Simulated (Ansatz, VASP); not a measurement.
## Sn2TeS in VASP and in Ansatz

The input INCAR:

```
PREC     = Accurate       # precision mode
ENCUT    = 520            # plane-wave cutoff, eV
EDIFF    = 1E-7           # SCF threshold, eV
ISMEAR   = 0              # smearing method
SIGMA    = 0.1            # smearing width, eV
LREAL    = F              # projectors in reciprocal space
LASPH    = T              # aspherical terms in the spheres
NELM     = 100            # most SCF steps
ALGO     = Normal         # electronic algorithm
ISIF     = 2              # what is computed and relaxed
LWAVE    = F              # write WAVECAR
LCHARG   = F              # write CHGCAR
GGA      = PE             # functional
NBANDS   = 50             # bands
```

The input KPOINTS:

```
Automatic mesh
0
Gamma
  6 6 1
```

File POSCAR:

```
Sn2TeS
1.0
    4.2650823900      0.0000000000      0.0000000000
   -2.1325411900      3.6936697000      0.0000000000
    0.0000000000      0.0000000000     16.0871102200
Sn Te S
4 2 2
Direct
    0.3333333300      0.6666666700      0.6001403900
    0.6666666700      0.3333333300      0.1001403900
    0.6666666700      0.3333333300      0.3998596100
    0.3333333300      0.6666666700      0.8998596100
    0.0000000000      0.0000000000      0.0000000000
    0.0000000000      0.0000000000      0.5000000000
    0.3333333300      0.6666666700      0.2500000000
    0.6666666700      0.3333333300      0.7500000000
```

Input for Ansatz:

```yaml
crystal:
  lattice:
    - [4.26508239, 0.0, 0.0]
    - [-2.13254119, 3.6936697, 0.0]
    - [0.0, 0.0, 16.08711022]
  atoms:
    - { symbol: Sn, position: [0.33333333, 0.66666667, 0.60014039] }
    - { symbol: Sn, position: [0.66666667, 0.33333333, 0.10014039] }
    - { symbol: Sn, position: [0.66666667, 0.33333333, 0.39985961] }
    - { symbol: Sn, position: [0.33333333, 0.66666667, 0.89985961] }
    - { symbol: Te, position: [0.0, 0.0, 0.0] }
    - { symbol: Te, position: [0.0, 0.0, 0.5] }
    - { symbol: S, position: [0.33333333, 0.66666667, 0.25] }
    - { symbol: S, position: [0.66666667, 0.33333333, 0.75] }
basis:
  ecutwfc: 420
kpoints:
  mp_grid: { grid: [6, 6, 1] }
hamiltonian:
  xc: pbe
scf:
  occupations: { method: gaussian, width: 0.1 }
  lower_state_search: "off"
output:
  forces: true
  stress: true
  eigenvalues: true
```

Change from the starting cell: species swapped into the RbYTe2 type (P6_3/mmc, No. 194).

Alike in both runs: task single point; functional PBE; k mesh 6 × 6 × 1; occupations gaussian, width 0.1 eV; no spin polarisation.

|  | VASP | Ansatz |
| --- | --- | --- |
| version | VASP 6.6.1 | Ansatz 0.2.0 |
| potentials or method | VASP PAW PBE potentials, release 64 (Sn_d, Te, S) | scalar-relativistic, plane waves, PAW |
| plane-wave cutoff (eV) | 520 | 420 |
| valence electrons in the cell | 80 | 100 |

|  | VASP | Ansatz | Ansatz less VASP |
| --- | --- | --- | --- |
| gap on the k mesh at the Fermi level (eV) | none | none | - |
| pressure (GPa) | 1.8 | 1.8 | +0.01 |
| largest component of the traceless stress (GPa) | 5.24 | 5.24 | -0.001 |
| rms of the force components (eV/Å) | 1.327 | 1.324 | -0.0029 |

Atom by atom the forces differ by 0.003 eV/Å (rms over components). A gap of «none» marks a metal or a gap that the smearing closes. The two sets of potentials don't hold the same shells in valence.

Caveats: the k mesh is coarse (spacing up to 0.39 Å⁻¹), so the values aren't converged; forces of over 1 eV/Å show positions far from the minimum, so gaps and moduli don't describe the material at rest. Spin-orbit coupling is left out, which matters for the levels of Te.
